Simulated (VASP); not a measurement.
# SiSn2: relaxation of cell and atoms with PBE

SiSn2:

```
Si Sn
1.0
     0.00000    3.06926    3.06926
     3.06926    0.00000    3.06926
     3.06926    3.06926    0.00000
Si Sn
1 2
Direct
  0.00000 0.00000 0.00000
  0.25000 0.25000 0.25000
  0.75000 0.75000 0.75000
```

The cell comes from a database or a generator and needn't be the stable form of this composition.

The cell isn't the ideal one: cell and atoms relaxed from a first guess.

```yaml
Program: VASP 6.6.1
Task: relaxation of cell and atoms
Functional: PBE
Potentials_or_basis: VASP PAW PBE potentials, release 64 (Si, Sn_d)
Cutoff: 600 eV
k_mesh: 10 × 10 × 10
Occupations: fermi-dirac, width 0.05 eV
Spin: no spin polarisation
Dipole_correction: no
Further_INCAR_settings: ALGO = Normal; EDIFF = 1e-06; IBRION = 2; EDIFFG = -0.005; NSW = 100; ISIF = 3
```

The relaxed volume is 26.55 Å³/atom and the relaxed cell is a = 4.829 Å, b = 4.829 Å, c = 4.829 Å, α = 60.00°, β = 60.00°, γ = 60.00°. The space group after relaxing (to 0.05 Å) is Fm-3m (No. 225) and the energy gained by relaxing is 502.7 meV/atom. The ionic steps are 7 and the pressure after relaxing is 0.0 GPa. The band gap on the k mesh is none (metal or under the smearing width).

The path:
| step | energy change (eV) | largest force (eV/Å) | pressure (GPa) | volume (Å³) |
| --- | --- | --- | --- | --- |
| 1 | 0.0000 | 0.0000 | 30.12 | 57.83 |
| 2 | -1.2437 | 0.0000 | -5.16 | 93.77 |
| 3 | -1.5072 | 0.0000 | 0.40 | 78.94 |
| 4 | -1.5079 | 0.0000 | -0.10 | 79.80 |
| 5 | -1.5080 | 0.0000 | 0.05 | 79.62 |
| 6 | -1.5080 | 0.0000 | -0.04 | 79.65 |
| 7 | -1.5080 | 0.0000 | 0.00 | 79.64 |

Final structure:
```xyz
3
Lattice="0.0000 3.4148 3.4148 3.4148 0.0000 3.4148 3.4148 3.4148 0.0000" Properties=species:S:1:pos:R:3 pbc="T T T"
Si    0.0000    0.0000    0.0000
Sn    1.7074    1.7074    1.7074
Sn    5.1222    5.1222    5.1222
```

Levels at points of the mesh, in eV from the Fermi level:
| k point | band 14 | band 15 | band 16 | band 17 | band 18 | band 19 |
| --- | --- | --- | --- | --- | --- | --- |
| (0.00, 0.00, 0.00) | -1.09 | -1.09 | -1.09 | -0.97 | -0.97 | -0.97 |
| (0.50, 0.00, 0.00) | -2.30 | -2.30 | -0.22 | -0.22 | 0.39 | 4.27 |
| (0.50, 0.50, 0.00) | -3.91 | -3.91 | -1.19 | 3.74 | 4.12 | 4.12 |

Run time: 6.6 min on 1 thread of Intel(R) Xeon(R) Platinum 8375C CPU @ 2.90GHz (Ice Lake), with other jobs on the host, peak memory 0.25 GiB.

Caveat: the volume moved by over 15 % at a fixed basis, so the end points are rough.
